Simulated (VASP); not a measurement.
OSZICAR of a VASP run on AuZn (CsCl type):

### OSZICAR
```
       N       E                     dE             d eps       ncg     rms          rms(c)
DAV:   1     0.122865396701E+03    0.12287E+03   -0.11718E+04  2600   0.194E+03
DAV:   2    -0.140012673140E+01   -0.12427E+03   -0.12013E+03  2660   0.338E+02
DAV:   3    -0.513330948957E+01   -0.37332E+01   -0.37231E+01  3094   0.670E+01
DAV:   4    -0.515565936435E+01   -0.22350E-01   -0.22348E-01  2905   0.458E+00
DAV:   5    -0.515591737364E+01   -0.25801E-03   -0.25801E-03  3087   0.500E-01    0.940E+00
DAV:   6    -0.472448740819E+01    0.43143E+00   -0.14361E+00  2590   0.144E+01    0.585E+00
DAV:   7    -0.469620502816E+01    0.28282E-01   -0.40673E-02  3270   0.443E+00    0.300E+00
DAV:   8    -0.468804478674E+01    0.81602E-02   -0.90440E-03  2856   0.113E+00    0.138E-01
DAV:   9    -0.468805705384E+01   -0.12267E-04   -0.29238E-04  2973   0.265E-01    0.676E-02
DAV:  10    -0.468806950915E+01   -0.12455E-04   -0.33089E-05  3121   0.909E-02    0.180E-02
DAV:  11    -0.468807001115E+01   -0.50200E-06   -0.59814E-06  2793   0.525E-02
   1 F= -.91966777E+00 E0= -.91953878E+00  d E =-.919668E+00
       N       E                     dE             d eps       ncg     rms          rms(c)
DAV:   1    -0.101230045279E+02   -0.54349E+01   -0.81870E+01  2702   0.162E+02    0.187E+01
DAV:   2    -0.457773434698E+01    0.55453E+01   -0.22586E+01  2688   0.147E+02    0.522E+00
DAV:   3    -0.419737445904E+01    0.38036E+00   -0.28274E+00  3017   0.454E+01    0.356E+00
DAV:   4    -0.412448972965E+01    0.72885E-01   -0.14056E-01  3422   0.131E+01    0.220E+00
DAV:   5    -0.407156320612E+01    0.52927E-01   -0.69606E-02  3827   0.110E+01    0.303E-01
DAV:   6    -0.407196209334E+01   -0.39889E-03   -0.15172E-02  3082   0.227E+00    0.132E-01
DAV:   7    -0.407198970015E+01   -0.27607E-04   -0.75778E-04  2959   0.399E-01    0.272E-02
DAV:   8    -0.407198371069E+01    0.59895E-05   -0.57811E-05  3419   0.135E-01    0.567E-03
DAV:   9    -0.407198292671E+01    0.78398E-06   -0.29469E-06  2108   0.347E-02
   2 F= -.80058013E+00 E0= -.80040352E+00  d E =0.119088E+00
       N       E                     dE             d eps       ncg     rms          rms(c)
DAV:   1    -0.675569934291E+01   -0.26837E+01   -0.34435E+01  2534   0.127E+02    0.972E+00
DAV:   2    -0.477471780954E+01    0.19810E+01   -0.54340E+00  2947   0.456E+01    0.453E+00
DAV:   3    -0.459908608609E+01    0.17563E+00   -0.37865E-01  2933   0.851E+00    0.287E+00
DAV:   4    -0.455686648478E+01    0.42220E-01   -0.39699E-02  3660   0.405E+00    0.652E-01
DAV:   5    -0.455266887288E+01    0.41976E-02   -0.61896E-03  3047   0.956E-01    0.580E-02
DAV:   6    -0.455271948092E+01   -0.50608E-04   -0.38786E-04  2717   0.195E-01    0.343E-02
DAV:   7    -0.455272546558E+01   -0.59847E-05   -0.28652E-05  3801   0.163E-01    0.929E-03
DAV:   8    -0.455272522440E+01    0.24118E-06   -0.10821E-05  2576   0.543E-02    0.337E-03
DAV:   9    -0.455272504332E+01    0.18107E-06   -0.94390E-08  1281   0.492E-03
   3 F= -.97015850E+00 E0= -.96998045E+00  d E =-.504907E-01
       N       E                     dE             d eps       ncg     rms          rms(c)
DAV:   1    -0.454898735520E+01    0.37379E-02   -0.56675E-03  2590   0.149E+00    0.129E-01
DAV:   2    -0.454863495065E+01    0.35240E-03   -0.10969E-03  2940   0.859E-01    0.483E-02
DAV:   3    -0.454861141783E+01    0.23533E-04   -0.59214E-05  2576   0.890E-02    0.309E-02
DAV:   4    -0.454860664396E+01    0.47739E-05   -0.27294E-06  2239   0.648E-02    0.153E-02
DAV:   5    -0.454860541374E+01    0.12302E-05   -0.24389E-06  2180   0.259E-02    0.139E-03
DAV:   6    -0.454860536831E+01    0.45428E-07   -0.48980E-07  1260   0.121E-02
   4 F= -.97019982E+00 E0= -.97002172E+00  d E =-.505320E-01
```

Question: Which electronic solver shows in the log?

Answer: It is blocked Davidson (ALGO = Normal, or the opening steps of other solvers). The INCAR had ALGO = Normal.

Question: Can the final energy be trusted as converged?

Answer: The calculation finished and met its thresholds. It stopped with EDIFF = 1E-6, NELM = 100, NSW = 40 and EDIFFG = -0.02 after 4 ionic steps (PBE GGA, plane waves, VASP's PBE PAW potentials (set 64)). Energy and stress use the plane-wave basis of the starting cell.

The compound is AuZn in the CsCl type structure. This run relaxes it under an external pressure of 20 GPa. Symmetry was kept, so distortions that lower it aren't found. The electron count is odd and the run is not spin-polarised, which forces a metal.
